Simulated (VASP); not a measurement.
# Ta4NiO11 (P2/m) in VASP: settings compared, part 2 of 2

VASP 6.6.1. Earlier steps stand in the parts before.

### Step 3. Relaxation of cell and atoms, PBE+D4, collinear spin, ferromagnetic start

Input file INCAR:

```
PREC     = Accurate       # precision mode
ENCUT    = 600            # plane-wave cutoff, eV
EDIFF    = 1E-6           # SCF threshold, eV
ISMEAR   = -1             # smearing method
SIGMA    = 0.05           # smearing width, eV
LREAL    = F              # projectors in reciprocal space
LASPH    = T              # aspherical terms in the spheres
NELM     = 120            # most SCF steps
ALGO     = Fast           # electronic algorithm
ISIF     = 3              # what is computed and relaxed
LWAVE    = F              # write WAVECAR
LCHARG   = F              # write CHGCAR
ISPIN    = 2              # spin polarisation
MAGMOM   = 0 0 0 0 1 0 0 0 0 0 0 0 0 0 0 0 # initial moments
LORBIT   = 11             # projections on sites
LMAXMIX  = 4              # l up to which the mixer works
GGA      = PE             # functional
IVDW     = 13             # dispersion correction
IBRION   = 2              # ionic algorithm
NSW      = 40             # ionic steps
EDIFFG   = -0.02          # ionic threshold
KPAR     = 4
```

Input file KPOINTS:

```
regular mesh
0
Gamma
  6 5 4
```

Input file POSCAR:

```
Ta4NiO11
1.0
    4.7708900000      0.0000000000      0.0051300000
    0.0000000000      5.8245400000      0.0000000000
   -1.9862800000      0.0000000000      7.2505100000
Ta Ni O
4 1 11
Direct
    0.6133900000      0.5000000000      0.7604200000
    0.3866100000      0.5000000000      0.2395800000
    0.1661500000      0.0000000000      0.7987500000
    0.8338500000      0.0000000000      0.2012500000
    0.5000000000      0.0000000000      0.5000000000
    0.3327800000      0.7991300000      0.6505300000
    0.6672200000      0.7991300000      0.3494700000
    0.9004700000      0.2578600000      0.8071800000
    0.0995300000      0.2578600000      0.1928200000
    0.6672200000      0.2008700000      0.3494700000
    0.3327800000      0.2008700000      0.6505300000
    0.0995300000      0.7421400000      0.1928200000
    0.9004700000      0.7421400000      0.8071800000
    0.5000000000      0.5000000000      0.0000000000
    0.5000000000      0.0000000000      0.0000000000
    0.5000000000      0.5000000000      0.5000000000
```

Potentials or basis: VASP PAW PBE potentials, release 64 (Ta_pv, Ni, O).

Started as:

```
$ cat potpaw_PBE.64/Ta_pv/POTCAR potpaw_PBE.64/Ni/POTCAR potpaw_PBE.64/O/POTCAR > POTCAR
$ mpirun -np 4 vasp_std > vasp.out
```

OUTCAR:

```text
PREC = Accurate
   ENCUT = 600
   EDIFF = 1E-6
   ISMEAR = -1
   LREAL = F
   LASPH = T
   NELM = 120
   ISIF = 3
   ISPIN = 2
   LORBIT = 11
   GGA = PE
   IVDW = 13
   IBRION = 2
   NSW = 40
   EDIFFG = -0.02

 ion  position               nearest neighbor table
   1  0.613  0.500  0.760-  16 1.89  13 1.93   8 1.93  14 2.01  11 2.22   6 2.22
   2  0.387  0.500  0.240-  16 1.89  12 1.93   9 1.93  14 2.01  10 2.22   7 2.22
   3  0.166  0.000  0.799-  15 1.89  11 1.93   6 1.93  13 1.98   8 1.98   5 3.08
   4  0.834  0.000  0.201-  15 1.89  10 1.93   7 1.93  12 1.98   9 1.98   5 3.08
   5  0.500  0.000  0.500-   6 1.94   7 1.94  10 1.94  11 1.94   3 3.08   4 3.08
   6  0.333  0.799  0.651-   3 1.93   5 1.94   1 2.22
   7  0.667  0.799  0.349-   4 1.93   5 1.94   2 2.22
   8  0.900  0.258  0.807-   1 1.93   3 1.98
   9  0.100  0.258  0.193-   2 1.93   4 1.98
  10  0.667  0.201  0.349-   4 1.93   5 1.94   2 2.22
  11  0.333  0.201  0.651-   3 1.93   5 1.94   1 2.22
  12  0.100  0.742  0.193-   2 1.93   4 1.98
  13  0.900  0.742  0.807-   1 1.93   3 1.98
  14  0.500  0.500  0.000-   1 2.01   2 2.01
  15  0.500  0.000  0.000-   3 1.89   4 1.89
  16  0.500  0.500  0.500-   1 1.89   2 1.89

  LATTYP: Found a simple monoclinic cell.
 ALAT       =     4.7708927581
 B/A-ratio  =     1.2208490728
 C/A-ratio  =     1.5757343173
 COS(beta)  =    -0.2631780021

  Lattice vectors:

 A1 = (   4.7708900000,   0.0000000000,   0.0051300000)
 A2 = (   0.0000000000,   5.8245400000,   0.0000000000)
 A3 = (  -1.9862800000,   0.0000000000,   7.2505100000)

Analysis of symmetry for initial positions (statically):
[... 512 lines left out ...]

 val. band max:        3.1491645353   @ k =  -0.0000   0.4000   0.5000
 cond. band min:       3.9736297352   @ k =   0.5000   0.4000   0.5000
 fundamental gap:      0.8244652000
 Fermi energy:         3.6083892757

 spin component 1

 k-point     1 :       0.0000    0.0000    0.0000
  band No.  band energies     occupation
      1     -32.5317      1.00000
      2     -32.4360      1.00000
      3     -32.4339      1.00000
      4     -32.4197      1.00000
      5     -32.4119      1.00000
      6     -32.4032      1.00000
[... 1789 lines left out ...]
     71       7.4399      0.00000
     72       7.7488      0.00000

 [... further k-points ...]

 spin component 2

 k-point     1 :       0.0000    0.0000    0.0000
  band No.  band energies     occupation
      1     -32.5317      1.00000
      2     -32.4360      1.00000
      3     -32.4339      1.00000
      4     -32.4197      1.00000
      5     -32.4119      1.00000
      6     -32.4032      1.00000
[... 1789 lines left out ...]
     71       7.4399      0.00000
     72       7.7488      0.00000

 [... further k-points ...]

 [bands above 72 left out]

------------------------ aborting loop because EDIFF is reached ----------------------------------------

  DFT-D4 for vdW energy calculation

  Edisp (eV):   -2.82194
[... 39 lines left out ...]
  FREE ENERGIE OF THE ION-ELECTRON SYSTEM (eV)
  ---------------------------------------------------
  free  energy   TOTEN  =      -147.1803480885 eV

  energy  without entropy=     -147.1802728333  energy(sigma->0) =     -147.18031046

 reached required accuracy - stopping structural energy minimisation

 total charge

# of ion       s       p       d       tot
------------------------------------------
    1        0.339   6.312   2.094   8.744
    2        0.339   6.312   2.094   8.744
    3        0.362   6.324   2.228   8.915
    4        0.362   6.324   2.228   8.915
    5        0.394   0.430   8.324   9.148
    6        1.567   3.484   0.000   5.051
[... 8 lines left out ...]
   15        1.567   3.552   0.000   5.119
   16        1.582   3.558   0.000   5.139
--------------------------------------------------
tot         19.039  64.254  16.969 100.262

 magnetization (x)

# of ion       s       p       d       tot
------------------------------------------
    1        0.000   0.000   0.000   0.000
    2        0.000   0.000   0.000   0.000
    3       -0.000   0.000  -0.000  -0.000
    4       -0.000   0.000  -0.000  -0.000
    5       -0.000  -0.000   0.000   0.000
    6        0.000   0.000   0.000   0.000
[... 8 lines left out ...]
   15       -0.000  -0.000   0.000  -0.000
   16       -0.000  -0.000   0.000  -0.000
--------------------------------------------------
tot         -0.000  -0.000   0.000   0.000
```

CONTCAR:

```text
Ta4NiO11
   1.00000000000000
     4.7374723789538749    0.0000000000000000   -0.0305310800759841
     0.0000000000000000    5.8000061567049803    0.0000000000000000
    -2.0263839392135581    0.0000000000000000    7.2421060297367124
  Ta              Ni              O
     4     1    11
Direct
     0.6075192788415924    0.5000000000000000    0.7603121916635218
     0.3924807211584075    0.5000000000000000    0.2396878083364781
     0.1615449436332249    0.0000000000000000    0.7975433496886575
     0.8384550563667751    0.0000000000000000    0.2024566503113425
     0.5000000000000000    0.0000000000000000    0.5000000000000000
     0.3291433497363564    0.7984241434996855    0.6485564509290853
[... 8 lines left out ...]
     0.5000000000000000    0.0000000000000000    0.0000000000000000
     0.5000000000000000    0.5000000000000000    0.5000000000000000

  0.00000000E+00  0.00000000E+00  0.00000000E+00
  0.00000000E+00  0.00000000E+00  0.00000000E+00
  0.00000000E+00  0.00000000E+00  0.00000000E+00
  0.00000000E+00  0.00000000E+00  0.00000000E+00
  0.00000000E+00  0.00000000E+00  0.00000000E+00
  0.00000000E+00  0.00000000E+00  0.00000000E+00
[... 8 lines left out ...]
  0.00000000E+00  0.00000000E+00  0.00000000E+00
  0.00000000E+00  0.00000000E+00  0.00000000E+00
```

It took 43 min on 4 MPI ranks of Intel Xeon 6975P-C (Granite Rapids), shared host; peak memory 1.2 GiB.

What came out:

| Item | Value |
| --- | --- |
| Free energy | -147.1803 eV |
| Relaxed volume | 12.41 Å³/atom |
| Relaxed cell | a = 4.738 Å, b = 5.800 Å, c = 7.520 Å, α = 90.00°, β = 106.00°, γ = 90.00° |
| Space group after relaxing (to 0.05 Å) | P2/m (No. 10) |
| Energy gained by relaxing | 1.4 meV/atom |
| Ionic steps | 15 |
| Pressure after relaxing | 0.0 GPa |
| Largest force after relaxing | 0.018 eV/Å |
| Band gap on the k mesh | 0.82 eV, indirect (least direct gap 0.87 eV) |
| Net moment | 0.00 μB per cell |
| Valence electrons inside the program's atomic spheres | Ta 8.74, 8.91; Ni 9.15; O 5.05, 5.07, 5.04, 5.12, 5.14 |
| Dispersion energy per atom | -0.176 eV |

Forces in eV/Å, atoms in the order of the input:
```
Ta   0.000  0.000  0.017
Ta   0.000  0.000 -0.017
Ta   0.003  0.000 -0.017
Ta  -0.003  0.000  0.017
Ni   0.000  0.000  0.000
O   -0.002 -0.005 -0.014
O    0.002 -0.005  0.014
O   -0.017 -0.002 -0.003
O    0.017 -0.002  0.003
O    0.002  0.005  0.014
O   -0.002  0.005 -0.014
O    0.017  0.002  0.003
O   -0.017  0.002 -0.003
O    0.000  0.000  0.000
O    0.000  0.000  0.000
O    0.000  0.000  0.000
```

The path:
```tsv
step	energy change (eV)	largest force (eV/Å)	pressure (GPa)	volume (Å³)
1	0.0000	0.1208	-1.75	201.54
2	0.0046	0.2671	2.57	197.54
3	-0.0109	0.1489	0.17	199.70
4	-0.0142	0.1474	-0.06	199.44
5	-0.0143	0.1342	-0.05	199.46
6	-0.0169	0.0809	0.01	199.21
7	-0.0170	0.1032	0.02	199.17
8	-0.0191	0.0732	-0.01	199.04
9	-0.0202	0.0661	-0.05	198.88
10	-0.0203	0.0678	-0.05	198.87
11	-0.0209	0.0423	0.00	198.77
12	-0.0209	0.0572	0.05	198.72
13	-0.0214	0.0304	0.00	198.70
14	-0.0215	0.0486	-0.03	198.69
15	-0.0219	0.0176	-0.01	198.64
```

Final structure:
```xyz
16
Lattice="4.7375 0.0000 -0.0305 0.0000 5.8000 0.0000 -2.0264 0.0000 7.2421" Properties=species:S:1:pos:R:3 pbc="T T T"
Ta    1.3374    2.9000    5.4877
Ta    1.3737    2.9000    1.7239
Ta   -0.8508    0.0000    5.7710
Ta    3.5619    0.0000    1.4406
Ni    1.3555    0.0000    3.6058
O     0.2451    4.6309    4.6869
O     2.4660    4.6309    2.5247
O     2.6295    1.5006    5.8280
O     0.0815    1.5006    1.3836
O     2.4660    1.1691    2.5247
O     0.2451    1.1691    4.6869
O     0.0815    4.2994    1.3836
O     2.6295    4.2994    5.8280
O     2.3687    2.9000   -0.0153
O     2.3687    0.0000   -0.0153
O     1.3555    2.9000    3.6058
```

Levels at points of the mesh, in eV from the valence-band top:
Spin up:
| k point | band 57 | band 58 | band 59 | band 60 | band 61 | band 62 | band 63 | band 64 |
| --- | --- | --- | --- | --- | --- | --- | --- | --- |
| (0.00, 0.00, 0.00) | -0.84 | -0.33 | -0.12 | -0.12 | 1.00 | 1.30 | 1.79 | 1.97 |
| (0.50, 0.00, 0.00) | -0.86 | -0.28 | -0.27 | -0.14 | 1.12 | 1.60 | 1.97 | 2.09 |
| (0.00, 0.00, 0.50) | -0.80 | -0.22 | -0.11 | -0.04 | 1.16 | 1.43 | 1.81 | 2.07 |
| (0.50, 0.00, 0.50) | -0.86 | -0.19 | -0.14 | -0.13 | 1.22 | 2.04 | 2.10 | 2.35 |
Spin down:
```tsv
k point	band 58	band 59	band 60	band 61	band 62	band 63
(0.00, 0.00, 0.00)	-0.33	-0.12	-0.12	1.00	1.30	1.79
(0.50, 0.00, 0.00)	-0.28	-0.27	-0.14	1.12	1.60	1.97
(0.00, 0.00, 0.50)	-0.22	-0.11	-0.04	1.16	1.43	1.81
(0.50, 0.00, 0.50)	-0.19	-0.14	-0.13	1.22	2.04	2.10
```

Caveat: spin-orbit coupling is left out, which moves the levels of the heavy elements; an odd mesh through Γ misses points on the zone boundary, where band edges often lie.

### Step 4. Relaxation of cell and atoms, PBE+TS, collinear spin, ferromagnetic start

Edit INCAR of step 3 so:

```diff
@@ -17,3 +17,3 @@
 GGA      = PE             # functional
-IVDW     = 13             # dispersion correction
+IVDW     = 2              # dispersion correction
 IBRION   = 2              # ionic algorithm
```

KPOINTS is that of step 3.

POSCAR is that of step 3.

Started as:

```
$ cat potpaw_PBE.64/Ta_pv/POTCAR potpaw_PBE.64/Ni/POTCAR potpaw_PBE.64/O/POTCAR > POTCAR
$ mpirun -np 4 vasp_std > vasp.out
```

Wall time 57 min (4 MPI ranks of Intel Xeon 6975P-C (Granite Rapids), shared host); peak memory 1.2 GiB.

It converged, with:

* Free energy: -148.2762 eV
* Relaxed volume: 12.45 Å³/atom
* Relaxed cell: a = 4.709 Å, b = 5.858 Å, c = 7.519 Å, α = 90.00°, β = 106.23°, γ = 90.00°
* Space group after relaxing (to 0.05 Å): P2/m (No. 10)
* Energy gained by relaxing: 1.9 meV/atom
* Ionic steps: 18
* Pressure after relaxing: 0.0 GPa
* Largest force after relaxing: 0.018 eV/Å
* Band gap on the k mesh: 0.93 eV, indirect (least direct gap 0.97 eV)
* Net moment: 0.00 μB per cell
* Valence electrons inside the program's atomic spheres: Ta 8.74, 8.91; Ni 9.18; O 5.05, 5.07, 5.04, 5.11, 5.13
* Hirshfeld charges: Ta +0.88, +0.84; Ni +0.31; O -0.33, -0.35, -0.37, -0.32 e
* Dispersion energy per atom: -0.245 eV

Forces in eV/Å, atoms in the order of the input:
```
Ta  -0.011  0.000  0.003
Ta   0.011  0.000 -0.003
Ta   0.008  0.000 -0.004
Ta  -0.008  0.000  0.004
Ni   0.000  0.000  0.000
O   -0.018 -0.002  0.002
O    0.018 -0.002 -0.002
O    0.002 -0.007 -0.002
O   -0.002 -0.007  0.002
O    0.018  0.002 -0.002
O   -0.018  0.002  0.002
O   -0.002  0.007  0.002
O    0.002  0.007 -0.002
O    0.000  0.000  0.000
O    0.000  0.000  0.000
O    0.000  0.000  0.000
```

The path:
```tsv
step	energy change (eV)	largest force (eV/Å)	pressure (GPa)	volume (Å³)
1	0.0000	0.1613	-1.14	201.54
2	-0.0036	0.2116	1.54	198.93
3	-0.0081	0.1237	0.35	200.07
4	-0.0161	0.1746	-0.09	200.04
5	-0.0167	0.1965	-0.18	200.04
6	-0.0217	0.0965	0.03	199.75
7	-0.0225	0.1468	0.14	199.62
8	-0.0259	0.0987	0.07	199.54
9	-0.0270	0.0830	0.03	199.50
10	-0.0280	0.0649	-0.04	199.43
11	-0.0288	0.0442	-0.08	199.37
12	-0.0290	0.0391	-0.11	199.35
13	-0.0293	0.0427	-0.10	199.31
14	-0.0294	0.0725	-0.14	199.24
15	-0.0294	0.0508	-0.12	199.29
16	-0.0296	0.0271	0.06	199.12
17	-0.0296	0.0271	0.08	199.09
18	-0.0298	0.0180	0.01	199.13
```

Final structure:
```xyz
16
Lattice="4.7085 0.0000 -0.0434 0.0000 5.8577 0.0000 -2.0341 0.0000 7.2384" Properties=species:S:1:pos:R:3 pbc="T T T"
Ta    1.3307    2.9289    5.4836
Ta    1.3437    2.9289    1.7114
Ta   -0.8553    0.0000    5.7419
Ta    3.5297    0.0000    1.4530
Ni    1.3372    0.0000    3.5975
O     0.2398    4.6847    4.6695
O     2.4346    4.6847    2.5254
O     2.6103    1.5227    5.8082
O     0.0640    1.5227    1.3867
O     2.4346    1.1731    2.5254
O     0.2398    1.1731    4.6695
O     0.0640    4.3350    1.3867
O     2.6103    4.3350    5.8082
O     2.3542    2.9289   -0.0217
O     2.3542    0.0000   -0.0217
O     1.3372    2.9289    3.5975
```

Levels at points of the mesh, in eV from the valence-band top:
Spin up:
```csv
k point,band 58,band 59,band 60,band 61,band 62,band 63
"(0.00, 0.00, 0.00)",-0.38,-0.11,-0.10,1.10,1.33,1.82
"(0.50, 0.00, 0.00)",-0.28,-0.25,-0.16,1.22,1.64,2.00
"(0.00, 0.00, 0.50)",-0.24,-0.09,-0.04,1.27,1.45,1.84
"(0.50, 0.00, 0.50)",-0.21,-0.13,-0.12,1.31,2.02,2.14
```
Spin down:
| k point | band 58 | band 59 | band 60 | band 61 | band 62 | band 63 |
| --- | --- | --- | --- | --- | --- | --- |
| (0.00, 0.00, 0.00) | -0.38 | -0.11 | -0.10 | 1.10 | 1.33 | 1.82 |
| (0.50, 0.00, 0.00) | -0.28 | -0.25 | -0.16 | 1.22 | 1.64 | 2.00 |
| (0.00, 0.00, 0.50) | -0.24 | -0.09 | -0.04 | 1.27 | 1.45 | 1.84 |
| (0.50, 0.00, 0.50) | -0.21 | -0.13 | -0.12 | 1.31 | 2.02 | 2.14 |

Caveat: spin-orbit coupling is left out, which moves the levels of the heavy elements; an odd mesh through Γ misses points on the zone boundary, where band edges often lie.

### Step 5. Relaxation of cell and atoms, PBE+rVV10, collinear spin, ferromagnetic start

Edit INCAR of step 4 so:

```diff
@@ -17,3 +17,6 @@
 GGA      = PE             # functional
-IVDW     = 2              # dispersion correction
+LUSE_VDW = T            
+IVDW_NL  = 2            
+BPARAM   = 10.0         
+CPARAM   = 0.0093       
 IBRION   = 2              # ionic algorithm
```

KPOINTS is that of step 4.

POSCAR is that of step 4.

Started as:

```
$ cat potpaw_PBE.64/Ta_pv/POTCAR potpaw_PBE.64/Ni/POTCAR potpaw_PBE.64/O/POTCAR > POTCAR
$ mpirun -np 4 vasp_std > vasp.out
```

Run time: 63 min. Hardware: 4 MPI ranks of Intel Xeon 6975P-C (Granite Rapids), shared host; peak memory 1.6 GiB.

The run converged. Its results:

| Quantity | Value |
| --- | --- |
| Free energy | -140.2795 eV |
| Relaxed volume | 12.46 Å³/atom |
| Relaxed cell | a = 4.740 Å, b = 5.810 Å, c = 7.532 Å, α = 90.00°, β = 106.00°, γ = 90.00° |
| Space group after relaxing (to 0.05 Å) | P2/m (No. 10) |
| Energy gained by relaxing | 1.0 meV/atom |
| Ionic steps | 15 |
| Pressure after relaxing | 0.0 GPa |
| Largest force after relaxing | 0.019 eV/Å |
| Band gap on the k mesh | 0.82 eV, indirect (least direct gap 0.86 eV) |
| Net moment | 0.00 μB per cell |
| Valence electrons inside the program's atomic spheres | Ta 8.73, 8.90; Ni 9.14; O 5.04, 5.07, 5.03, 5.11, 5.13 |

Forces on the atoms (eV/Å):
```
Ta   0.003  0.000 -0.005
Ta  -0.003  0.000  0.005
Ta   0.013  0.000  0.002
Ta  -0.013  0.000 -0.002
Ni   0.000  0.000  0.000
O   -0.002  0.006 -0.011
O    0.002  0.006  0.011
O   -0.010 -0.016 -0.002
O    0.010 -0.016  0.002
O    0.002 -0.006  0.011
O   -0.002 -0.006 -0.011
O    0.010  0.016  0.002
O   -0.010  0.016 -0.002
O    0.000  0.000  0.000
O    0.000  0.000  0.000
O    0.000  0.000  0.000
```

The path:
| step | energy change (eV) | largest force (eV/Å) | pressure (GPa) | volume (Å³) |
| --- | --- | --- | --- | --- |
| 1 | 0.0000 | 0.1832 | -0.79 | 201.54 |
| 2 | -0.0049 | 0.2329 | 0.69 | 199.74 |
| 3 | -0.0061 | 0.1820 | 0.21 | 200.30 |
| 4 | -0.0094 | 0.0878 | 0.03 | 200.14 |
| 5 | -0.0094 | 0.0919 | 0.02 | 200.13 |
| 6 | -0.0124 | 0.0808 | -0.17 | 200.06 |
| 7 | -0.0131 | 0.1156 | -0.31 | 200.01 |
| 8 | -0.0143 | 0.0874 | 0.20 | 199.49 |
| 9 | -0.0144 | 0.0524 | 0.08 | 199.61 |
| 10 | -0.0150 | 0.0350 | 0.00 | 199.59 |
| 11 | -0.0152 | 0.0420 | -0.07 | 199.58 |
| 12 | -0.0156 | 0.0349 | 0.00 | 199.46 |
| 13 | -0.0157 | 0.0529 | 0.04 | 199.42 |
| 14 | -0.0159 | 0.0227 | -0.03 | 199.40 |
| 15 | -0.0159 | 0.0189 | 0.01 | 199.40 |

Final structure:
```
Ta Ni O
1.0
     4.73998    0.00000   -0.03114
     0.00000    5.81026    0.00000
    -2.02834    0.00000    7.25357
Ta Ni O
4 1 11
Direct
  0.60711 0.50000 0.76031
  0.39289 0.50000 0.23969
  0.16116 0.00000 0.79732
  0.83884 0.00000 0.20268
  0.50000 0.00000 0.50000
  0.32937 0.79846 0.64845
  0.67063 0.79846 0.35155
  0.90118 0.25907 0.80882
  0.09882 0.25907 0.19118
  0.67063 0.20154 0.35155
  0.32937 0.20154 0.64845
  0.09882 0.74093 0.19118
  0.90118 0.74093 0.80882
  0.50000 0.50000 0.00000
  0.50000 0.00000 0.00000
  0.50000 0.50000 0.50000
```

Levels at points of the mesh, in eV from the valence-band top:
Spin up:
| k point | band 56 | band 57 | band 58 | band 59 | band 60 | band 61 | band 62 | band 63 | band 64 | band 65 |
| --- | --- | --- | --- | --- | --- | --- | --- | --- | --- | --- |
| (0.00, 0.00, 0.00) | -0.87 | -0.82 | -0.34 | -0.12 | -0.11 | 1.00 | 1.29 | 1.77 | 1.97 | 2.61 |
| (0.50, 0.00, 0.00) | -1.02 | -0.86 | -0.28 | -0.27 | -0.14 | 1.12 | 1.60 | 1.97 | 2.08 | 2.27 |
| (0.00, 0.00, 0.50) | -0.83 | -0.78 | -0.22 | -0.10 | -0.04 | 1.16 | 1.43 | 1.81 | 2.04 | 2.90 |
| (0.50, 0.00, 0.50) | -1.14 | -0.85 | -0.19 | -0.13 | -0.13 | 1.22 | 2.02 | 2.10 | 2.35 | 2.57 |
Spin down:
| k point | band 56 | band 57 | band 58 | band 59 | band 60 | band 61 | band 62 | band 63 | band 64 | band 65 |
| --- | --- | --- | --- | --- | --- | --- | --- | --- | --- | --- |
| (0.00, 0.00, 0.00) | -0.87 | -0.82 | -0.34 | -0.12 | -0.11 | 1.00 | 1.29 | 1.77 | 1.97 | 2.61 |
| (0.50, 0.00, 0.00) | -1.02 | -0.86 | -0.28 | -0.27 | -0.14 | 1.12 | 1.60 | 1.97 | 2.08 | 2.27 |
| (0.00, 0.00, 0.50) | -0.83 | -0.78 | -0.22 | -0.10 | -0.04 | 1.16 | 1.43 | 1.81 | 2.04 | 2.90 |
| (0.50, 0.00, 0.50) | -1.14 | -0.85 | -0.19 | -0.13 | -0.13 | 1.22 | 2.02 | 2.10 | 2.35 | 2.57 |

Caveat: spin-orbit coupling is left out, which moves the levels of the heavy elements; an odd mesh through Γ misses points on the zone boundary, where band edges often lie.

### Step 6. Overview

| level | gap on the mesh (eV) | pressure (GPa) | moment (μB) | relaxed volume (Å³/atom) | largest force (eV/Å) |
| --- | --- | --- | --- | --- | --- |
| PBE+D3(BJ) | 0.84 | 0.0 | 0.00 | 12.39 | 0.02 |
| PBE+D4 | 0.82 | 0.0 | 0.00 | 12.41 | 0.02 |
| PBE+TS | 0.93 | 0.0 | 0.00 | 12.45 | 0.02 |
| PBE+rVV10 | 0.82 | 0.0 | 0.00 | 12.46 | 0.02 |

Alike in all rows: task relaxation of cell and atoms; potentials or basis VASP PAW PBE potentials, release 64 (Ta_pv, Ni, O); spin collinear, ferromagnetic start; cell relaxed; k mesh 6 × 5 × 4; cutoff (eV) 600; smearing fermi-dirac 0.05 eV.

Caveats: spin-orbit coupling is left out, which moves the levels of the heavy elements; an odd mesh through Γ misses points on the zone boundary, where band edges often lie.

Absolute energies hang on the potentials; compare differences alone.
